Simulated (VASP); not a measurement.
# MgBe: structure and properties in VASP, part 2 of 4

Aim: relax MgBe, then compute properties on the relaxed cell. The cell is generated by rule, not measured, and may not be a known phase.

VASP 6.6.1; rev-vdW-DF2; plane waves and PAW (Mg, Be); invented cell.

So far. Step 2 (Relaxing cell and atoms (rev-vdW-DF2)): It ends with a largest force of 0.004 eV/Å and a pressure of 0.02 GPa. The relaxed cell has a = 4.698, c = 3.968 Å (conventional setting).

## Step 3: Second relaxation

A relaxation keeps the plane waves of the cell it began with, so it is repeated from the new cell, on a basis made for it. The mesh changes with the cell too.

The input, INCAR:

```
SYSTEM = MgBe
PREC = Accurate
ENCUT = 400
EDIFF = 1E-06
NELM = 100
ISMEAR = 1
SIGMA = 0.2
LREAL = .FALSE.
ALGO = Normal
GGA = MK
AGGAC = 0
LUSE_VDW = .TRUE.
PARAM1 = 0.1234
PARAM2 = 0.711357
ZAB_VDW = -1.8867
LASPH = .TRUE.
LORBIT = 11
LWAVE = .FALSE.
LCHARG = .FALSE.
KPAR = 2
IBRION = 2
NSW = 60
ISIF = 3
EDIFFG = -0.01
```

The input, POSCAR:

```
MgBe
1.0
    4.6984052958      0.0000000000      0.0000000000
    0.0000000000      4.6984052958      0.0000000000
    0.0000000000      0.0000000000      3.9683689271
Mg Be
2 2
Direct
    0.5000000000      0.0000000000      0.5361783105
    0.0000000000      0.5000000000      0.5361783105
    0.5000000000      0.5000000000      0.7900013488
    0.5000000000      0.5000000000      0.2942114801
```

The input, KPOINTS:

```
Automatic mesh
0
Gamma
6 6 7
0 0 0
```

The projector-augmented-wave data sets are Mg and Be (PBE family, release 64).

The run is started by

```bash
$ mpirun -np 2 vasp_std
```

Output:

```text
[banner, memory and clock lines left out]
running    2 mpi-ranks, on    1 nodes
 distrk:  each k-point on    1 cores,    2 groups
 distr:  one band on    1 cores,    1 groups

 POSCAR found type information on POSCAR MgBe
 POSCAR found :  2 types and       4 ions
 [... a notice as in an earlier step ...]

 [... a notice as in an earlier step ...]

 LDA part: xc-table for (Slater+PW92), standard interpolation
 POSCAR, INCAR and KPOINTS ok, starting setup
 FFT: planning ... GRIDC
 FFT: planning ... GRID_SOFT
 FFT: planning ... GRID
 WAVECAR not read
 entering main loop
       N       E                     dE             d eps       ncg     rms          rms(c)
DAV:   1     0.846451881918E+01    0.84645E+01   -0.23632E+03   640   0.586E+02
DAV:   2    -0.700842903776E+01   -0.15473E+02   -0.14920E+02   872   0.662E+01
DAV:   3    -0.751627258229E+01   -0.50784E+00   -0.49801E+00   880   0.162E+01
DAV:   4    -0.751894035274E+01   -0.26678E-02   -0.26669E-02  1040   0.113E+00
DAV:   5    -0.751894470174E+01   -0.43490E-05   -0.43490E-05   928   0.301E-02    0.498E+00
DAV:   6    -0.518292833704E+01    0.23360E+01   -0.59691E+00   760   0.103E+01    0.191E+00
DAV:   7    -0.491762659433E+01    0.26530E+00   -0.22077E+00   808   0.594E+00    0.616E-01
DAV:   8    -0.491066970765E+01    0.69569E-02   -0.14351E-01   720   0.195E+00    0.355E-01
DAV:   9    -0.491219973838E+01   -0.15300E-02   -0.11580E-02   816   0.855E-01    0.943E-02
DAV:  10    -0.491200979899E+01    0.18994E-03   -0.94818E-04   896   0.173E-01    0.434E-02
DAV:  11    -0.491196653767E+01    0.43261E-04   -0.40939E-04   800   0.937E-02    0.764E-03
DAV:  12    -0.491197075470E+01   -0.42170E-05   -0.22475E-05   856   0.313E-02    0.474E-03
DAV:  13    -0.491197090257E+01   -0.14787E-06   -0.87667E-06   768   0.124E-02
   1 F= -.49119709E+01 E0= -.49114679E+01  d E =-.491197E+01
 curvature:   0.00 expect dE= 0.000E+00 dE for cont linesearch  0.000E+00
 trial: gam= 0.00000 g(F)=  0.599E-03 g(S)=  0.508E-03 ort = 0.000E+00 (trialstep = 0.100E+01)
 search vector abs. value=  0.111E-02
 bond charge predicted
       N       E                     dE             d eps       ncg     rms          rms(c)
DAV:   1    -0.491273715222E+01   -0.76640E-03   -0.13634E-02   704   0.730E-01    0.427E-02
DAV:   2    -0.491262493478E+01    0.11222E-03   -0.41910E-04   832   0.144E-01    0.208E-02
DAV:   3    -0.491259296325E+01    0.31972E-04   -0.19544E-04   784   0.663E-02    0.446E-03
DAV:   4    -0.491259322494E+01   -0.26169E-06   -0.10785E-05   744   0.235E-02    0.296E-03
DAV:   5    -0.491259264096E+01    0.58398E-06   -0.12473E-06   520   0.762E-03
   2 F= -.49125926E+01 E0= -.49121864E+01  d E =-.621738E-03
[...]
3 F= -.49126037E+01 E0= -.49122116E+01  d E =-.632815E-03
 curvature:  -0.58 expect dE=-0.574E-04 dE for cont linesearch -0.391E-07
 trial: gam= 0.09766 g(F)=  0.473E-04 g(S)=  0.522E-04 ort =-0.867E-05 (trialstep = 0.103E+01)
 search vector abs. value=  0.108E-03
 bond charge predicted
       N       E                     dE             d eps       ncg     rms          rms(c)
DAV:   1    -0.491265987806E+01   -0.56142E-04   -0.57101E-04   680   0.186E-01    0.108E-02
DAV:   2    -0.491265586500E+01    0.40131E-05   -0.11555E-05   928   0.197E-02    0.527E-03
DAV:   3    -0.491265463240E+01    0.12326E-05   -0.10287E-06   496   0.586E-03    0.231E-03
DAV:   4    -0.491265405678E+01    0.57561E-06   -0.37562E-07   440   0.399E-03
   4 F= -.49126541E+01 E0= -.49122464E+01  d E =-.503393E-04
 trial-energy change:   -0.000050  1 .order   -0.000052   -0.000102   -0.000003
 step:   1.0632(harm=  1.0632)  dis= 0.00074  next Energy=    -4.912656 (dE=-0.525E-04)
 reached required accuracy - stopping structural energy minimisation
```

The job ended after 94 s (2 MPI ranks of Intel Xeon 6975P-C (Granite Rapids), shared host; peak memory 0.73 GiB; 3.1 min of CPU time).

Parts of OUTCAR (step 3):

```text
  LATTYP: Found a simple tetragonal cell.
 ALAT       =     4.6984052958
 C/A-ratio  =     0.8446203929

The static configuration has the point symmetry C_4v.

 Found     40 irreducible k-points:

   k-points           NKPTS =     40   k-points in BZ     NKDIM =     40   number of bands    NBANDS=      8

   dimension x,y,z NGX =    32 NGY =   32 NGZ =   28
   dimension x,y,z NGXF=    64 NGYF=   64 NGZF=   56

   ENCUT  =  400.0 eV  29.40 Ry    5.42 a.u.   7.66  7.66  6.47*2*pi/ulx,y,z

   NELECT =       8.0000    total number of electrons

 E-fermi :   1.2344

 k-point     1 :       0.0000    0.0000    0.0000
  band No.  band energies     occupation
      1      -5.2625      2.00000
      2       0.0885      2.00000
      3       0.0885      2.00000
      4       0.9008      2.03990
      5       2.1243     -0.00000
      6       2.7978     -0.00000
      7       4.1932     -0.00000
      8       7.3973      0.00000

 k-point     2 :       0.1667    0.0000    0.0000
  band No.  band energies     occupation
      1      -5.1167      2.00000
      2      -0.8550      2.00000
      3       0.1819      2.00000
      4       0.9759      2.06962
      5       2.5026     -0.00000
      6       3.7170     -0.00000
      7       4.3253     -0.00000
      8       5.8830      0.00000

Total vdW correction in eV:      2.0710785

  Total        0.0022499      0.0022499     -0.0013887      0.0000000      0.0000000      0.0000000
  in kB        0.0408772      0.0408772     -0.0252311      0.0000000      0.0000000      0.0000000
  external PRESSURE =       0.0188411 kB  Pullay stress =       0.0000000 kB

  energy-cutoff  :      400.00
  volume of cell :       88.19
      direct lattice vectors                 reciprocal lattice vectors
     4.707038227  0.000000000  0.000000000     0.212447818  0.000000000  0.000000000
     0.000000000  4.707038227  0.000000000     0.000000000  0.212447818 -0.000000000
     0.000000000  0.000000000  3.980148822     0.000000000  0.000000000  0.251246887

 POSITION                                       TOTAL-FORCE (eV/Angst)
 -----------------------------------------------------------------------------------
      2.35352      0.00000      2.13408         0.000000      0.000000      0.000095
      4.70704      2.35352      2.13408         0.000000      0.000000      0.000095
      2.35352      2.35352      3.14059         0.000000      0.000000      0.000864
      2.35352      2.35352      1.17472         0.000000     -0.000000     -0.001053
 -----------------------------------------------------------------------------------
    total drift:                               -0.000000     -0.000000      0.000003

  FREE ENERGIE OF THE ION-ELECTRON SYSTEM (eV)
  ---------------------------------------------------
  free  energy   TOTEN  =        -4.9126540568 eV

  energy  without entropy=       -4.9114309511  energy(sigma->0) =       -4.91224635

Total vdW correction in eV:      2.0710615

 total charge
# of ion       s       p       d       tot
------------------------------------------
    1        0.220   0.118   0.013   0.351
    2        0.220   0.118   0.013   0.351
    3        0.460   0.632   0.000   1.093
    4        0.462   0.643   0.000   1.104
--------------------------------------------------
tot          1.361   1.512   0.026   2.899

[... 2 parts as in an earlier step ...]

[... 7 further parts left out ...]
```

CONTCAR:

```
MgBe
   1.00000000000000
     4.7070382267643343    0.0000000000000000    0.0000000000000000
     0.0000000000000000    4.7070382267643343    0.0000000000000000
     0.0000000000000000    0.0000000000000000    3.9801488217790215
  Mg              Be
     2     2
Direct
     0.5000000000000000    0.0000000000000000    0.5361805286967958
     1.0000000000000000    0.5000000000000000    0.5361805286967958
     0.5000000000000000    0.5000000000000000    0.7890636992971760
     0.5000000000000000    0.5000000000000000    0.2951446932092297
```

The k-mesh is coarse for a metal.

The steps of the relaxation:

```tsv
step	energy less that of the first step (eV)	largest force (eV/Å)	pressure (GPa)	volume (Å³)
1	0.0000	0.0789	0.21	87.60
2	-0.0006	0.0077	0.09	87.96
3	-0.0006	0.0223	0.07	88.02
4	-0.0007	0.0011	0.00	88.19
```

```tsv
conventional cell, symmetrised	before	after	change
a (Å)	4.698	4.707	+0.2 %
b (Å)	4.698	4.707	+0.2 %
c (Å)	3.968	3.980	+0.3 %
volume (Å³/atom)	21.90	22.05	+0.7 %
```

The relaxed structure:

```cif
data_structure
_symmetry_space_group_name_H-M 'P 1'
_symmetry_Int_Tables_number 1
_cell_length_a 4.7070
_cell_length_b 4.7070
_cell_length_c 3.9801
_cell_angle_alpha 90.000
_cell_angle_beta 90.000
_cell_angle_gamma 90.000
_cell_volume 88.19
loop_
_atom_site_label
_atom_site_type_symbol
_atom_site_fract_x
_atom_site_fract_y
_atom_site_fract_z
_atom_site_occupancy
Mg1 Mg 0.50000 0.00000 0.53618 1
Mg2 Mg 0.00000 0.50000 0.53618 1
Be3 Be 0.50000 0.50000 0.78906 1
Be4 Be 0.50000 0.50000 0.29514 1
```

Numbers from this step:

```
irreducible k-points            : 40
free energy (TOTEN)             : -4.913 eV
energy at zero smearing         : -4.912 eV
Fermi energy                    : 1.234 eV
pressure                        : 0.001884 GPa
SCF cycles over all ionic steps : 26
```

It ends with a largest force of 0.001 eV/Å and a pressure of 0.00 GPa.

## Step 4: Density, ELF and potential (rev-vdW-DF2)

The relaxed cell gets a fresh self-consistent run, on a basis set for its own volume, to fix the density and to check the remaining stress.

INCAR, as its differences from that of step 3:

```diff
@@ -18,7 +18,5 @@
 LWAVE = .FALSE.
-LCHARG = .FALSE.
-KPAR = 2
-IBRION = 2
-NSW = 60
-ISIF = 3
-EDIFFG = -0.01
+LCHARG = .TRUE.
+ISIF = 2
+LELF = .TRUE.
+LVHAR = .TRUE.
```

The input, POSCAR:

```
MgBe
1.0
    4.7070382268      0.0000000000      0.0000000000
    0.0000000000      4.7070382268      0.0000000000
    0.0000000000      0.0000000000      3.9801488218
Mg Be
2 2
Direct
    0.5000000000      0.0000000000      0.5361805287
    0.0000000000      0.5000000000      0.5361805287
    0.5000000000      0.5000000000      0.7890636993
    0.5000000000      0.5000000000      0.2951446932
```

KPOINTS is that of step 3.

The run is started by

```bash
$ mpirun -np 2 vasp_std
```

Output:

```text
[banner, memory and clock lines left out]
running    2 mpi-ranks, on    1 nodes
 distrk:  each k-point on    2 cores,    1 groups
 distr:  one band on    1 cores,    2 groups

 POSCAR found type information on POSCAR MgBe
 POSCAR found :  2 types and       4 ions
 [... a notice as in an earlier step ...]

 [... a notice as in an earlier step ...]

 LDA part: xc-table for (Slater+PW92), standard interpolation
 POSCAR, INCAR and KPOINTS ok, starting setup
 FFT: planning ... GRIDC
 FFT: planning ... GRID_SOFT
 FFT: planning ... GRID
 WAVECAR not read
 entering main loop
       N       E                     dE             d eps       ncg     rms          rms(c)
DAV:   1     0.821936017740E+01    0.82194E+01   -0.24055E+03   640   0.596E+02
DAV:   2    -0.705159380530E+01   -0.15271E+02   -0.14894E+02   888   0.666E+01
DAV:   3    -0.750009526863E+01   -0.44850E+00   -0.44848E+00   880   0.154E+01
DAV:   4    -0.750206462907E+01   -0.19694E-02   -0.19694E-02  1080   0.956E-01
DAV:   5    -0.750206668908E+01   -0.20600E-05   -0.20600E-05   888   0.272E-02    0.496E+00
DAV:   6    -0.518029631753E+01    0.23218E+01   -0.59302E+00   712   0.102E+01    0.190E+00
DAV:   7    -0.491805152609E+01    0.26224E+00   -0.21951E+00   840   0.593E+00    0.614E-01
DAV:   8    -0.491116168976E+01    0.68898E-02   -0.14037E-01   704   0.193E+00    0.352E-01
DAV:   9    -0.491291724535E+01   -0.17556E-02   -0.11200E-02   848   0.857E-01    0.926E-02
DAV:  10    -0.491272201833E+01    0.19523E-03   -0.91236E-04   880   0.167E-01    0.419E-02
DAV:  11    -0.491268238477E+01    0.39634E-04   -0.39980E-04   776   0.931E-02    0.750E-03
DAV:  12    -0.491268668074E+01   -0.42960E-05   -0.21035E-05   952   0.309E-02    0.437E-03
DAV:  13    -0.491268677196E+01   -0.91219E-07   -0.77850E-06   784   0.115E-02
   1 F= -.49126868E+01 E0= -.49122782E+01  d E =-.122560E-02
```

Elapsed: 19 s, on 2 MPI ranks; peak memory 0.54 GiB; 36 s of CPU time.

From OUTCAR (step 4):

```text
  LATTYP: Found a simple tetragonal cell.
 ALAT       =     4.7070382268
 C/A-ratio  =     0.8455739321

The static configuration has the point symmetry C_4v.

 Found     40 irreducible k-points:

   ENCUT  =  400.0 eV  29.40 Ry    5.42 a.u.   7.68  7.68  6.49*2*pi/ulx,y,z

   NELECT =       8.0000    total number of electrons

 E-fermi :   1.2341

 k-point     1 :       0.0000    0.0000    0.0000
  band No.  band energies     occupation
      1      -5.2627      2.00000
      2       0.0883      2.00000
      3       0.0883      2.00000
      4       0.9003      2.03983
      5       2.1242     -0.00000
      6       2.7977     -0.00000
      7       4.1930     -0.00000
      8       7.3973      0.00000

 k-point     2 :       0.1667    0.0000    0.0000
  band No.  band energies     occupation
      1      -5.1168      2.00000
      2      -0.8551      2.00000
      3       0.1818      2.00000
      4       0.9754      2.06958
      5       2.5025     -0.00000
      6       3.7169     -0.00000
      7       4.3251     -0.00000
      8       5.8831      0.00000

Total vdW correction in eV:      2.0711633

  Total        0.0050215      0.0050215     -0.0036260      0.0000000      0.0000000      0.0000000
  in kB        0.0912330      0.0912330     -0.0658779      0.0000000      0.0000000      0.0000000
  external PRESSURE =       0.0388627 kB  Pullay stress =       0.0000000 kB

  energy-cutoff  :      400.00
  volume of cell :       88.19
      direct lattice vectors                 reciprocal lattice vectors
     4.707038227  0.000000000  0.000000000     0.212447818  0.000000000  0.000000000
     0.000000000  4.707038227  0.000000000     0.000000000  0.212447818  0.000000000
     0.000000000  0.000000000  3.980148822     0.000000000  0.000000000  0.251246887

 POSITION                                       TOTAL-FORCE (eV/Angst)
 -----------------------------------------------------------------------------------
      2.35352      0.00000      2.13408         0.000000     -0.000000      0.000088
      0.00000      2.35352      2.13408        -0.000000     -0.000000      0.000088
      2.35352      2.35352      3.14059        -0.000000     -0.000000      0.001300
      2.35352      2.35352      1.17472        -0.000000      0.000000     -0.001477
 -----------------------------------------------------------------------------------
    total drift:                                0.000000     -0.000000     -0.000020

  FREE ENERGIE OF THE ION-ELECTRON SYSTEM (eV)
  ---------------------------------------------------
  free  energy   TOTEN  =        -4.9126867720 eV

  energy  without entropy=       -4.9114611732  energy(sigma->0) =       -4.91227824

Total vdW correction in eV:      2.0710350

 total charge
# of ion       s       p       d       tot
------------------------------------------
    1        0.220   0.118   0.013   0.351
    2        0.220   0.118   0.013   0.351
    3        0.460   0.633   0.000   1.093
    4        0.462   0.643   0.000   1.105
--------------------------------------------------
tot          1.361   1.512   0.026   2.900

[... 4 parts as in an earlier step ...]

[... 6 further parts left out ...]
```

This step gave:

| Item | Value |
| --- | --- |
| SCF cycles | 13 |
| pressure | 0.003886 GPa |

Valence electrons inside each PAW sphere by angular momentum. Sphere charges, by row:

```tsv
atom	s (e)	p (e)	d (e)	tot (e)
Mg1	0.22	0.118	0.013	0.351
Mg2	0.22	0.118	0.013	0.351
Be3	0.46	0.633	0	1.093
Be4	0.462	0.643	0	1.105
```

Electrostatic potential energy in the ac plane at fractional y = 0.500, with atoms of Mg and Be within 0.2 Å of it. With pseudopotentials it is smooth inside the atoms' cores, unlike the true potential.

Ten even steps from '0' (-34 eV) to '9' (3 eV), each cell a mean:
```
99999743589999
88998400168998
66888401168876
34688732588753
13589877898742
23588876788742
45788500278864
77898401068887
89998610379999
99999876789999
99999988899999
```
Columns run along a (4.7 Å; values clipped at the 3rd and 97th percentile), rows up along c (4.0 Å). Atoms in or near the plane, at fractional coordinates: Mg at (0.00, 0.54), Be at (0.50, 0.79), Be at (0.50, 0.30).

Valence density in the ac plane at fractional y = 0.500, with atoms of Mg and Be within 0.2 Å of it. It is the smooth field of the valence electrons, not physical close to the nuclei.

Ten even steps from '_' (0.02 e/Å³) to '@' (0.39 e/Å³), each cell a mean:
```
____..::--++##%%##==::....__
__....::--==----====--::..__
__..::--==++--::==++==::....
____::==++**##%%##**==--..__
____::==**##@@@@%%##++--..__
____::==++##@@@@%%**++--..__
__..::--++**++++**++==--..__
__..::--====--..--==--::....
____..::--++++++++==--::..__
____..::--**%%@@##++::..____
____..::--**%%@@##++::..____
```
Columns run along a (4.7 Å), rows up along c (4.0 Å). Atoms in or near the plane, at fractional coordinates: Mg at (0.00, 0.54), Be at (0.50, 0.79), Be at (0.50, 0.30).

ELF in the ac plane at fractional y = 0.500, with atoms of Mg and Be within 0.2 Å of it. It is the smooth field of the valence electrons, not physical close to the nuclei.

Ten even steps from '0' (0.01) to '9' (0.95), each cell a mean:
```
22466777776532
23565210135543
13676300146652
02688655678741
01688888888740
01688877788740
03677522367751
24665200136653
23565433456542
12467899987532
12468999997531
```
Columns run along a (4.7 Å), rows up along c (4.0 Å). Atoms in or near the plane, at fractional coordinates: Mg at (0.00, 0.54), Be at (0.50, 0.79), Be at (0.50, 0.30).

In this run the pressure is 0.00 GPa, small enough to go on.

[end of part 2 of 4]

[Lines on the potential files, build, host, timing and source positions are cut from VASP's logs without a mark.]

[Logs are printed without paths, hosts, clocks, repeated set-up lines and the standing remarks that a program may print on its own settings, such as how far it seeks lower states.]

[Hosts, paths, dates, database ids (printed as entryN), source tags and the programs' standing remarks are cut or masked in the printed files.]

[A measured line is paired with the nearest computed mode of its activity, which favours agreement.]
